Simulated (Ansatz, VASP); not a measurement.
# ZnCdF4 in VASP and in Ansatz

```
CELL_PARAMETERS angstrom
3.69352 0.00000 0.00000
0.00000 3.69352 0.00000
0.00000 0.00000 6.82919
ATOMIC_POSITIONS crystal
Zn 0.00000 0.00000 0.00000
Cd 0.50000 0.50000 0.50000
F 0.00000 0.00000 0.67378
F 0.50000 0.00000 0.00000
F 0.00000 0.50000 0.00000
F 0.00000 0.00000 0.32622
```

Alike in both runs: functional PBE; k mesh 4 × 4 × 4; occupations gaussian, width 0.1 eV; no spin polarisation.

Ansatz relaxed the structure, and its values are those at the end. VASP's run is a single point on that final structure, the one shown.

```csv
,VASP,Ansatz
version,VASP 6.6.1,Ansatz 0.2.0
potentials or method,"VASP PAW PBE potentials, release 64 (Zn, Cd, F)","scalar-relativistic, plane waves, PAW"
plane-wave cutoff (eV),520,420
valence electrons in the cell,52,60
```

```tsv
	VASP	Ansatz	Ansatz less VASP
gap on the k mesh at the Fermi level (eV)	none	none	-
pressure (GPa)	0.4	0.0	-0.40
```

A gap of «none» marks a metal or a gap that the smearing closes. With one functional, cell and mesh, what is left measures potentials, basis and numerics. The two sets of potentials don't hold the same shells in valence.

Caveats: the k mesh is coarse (spacing up to 0.43 Å⁻¹), so the values aren't converged.
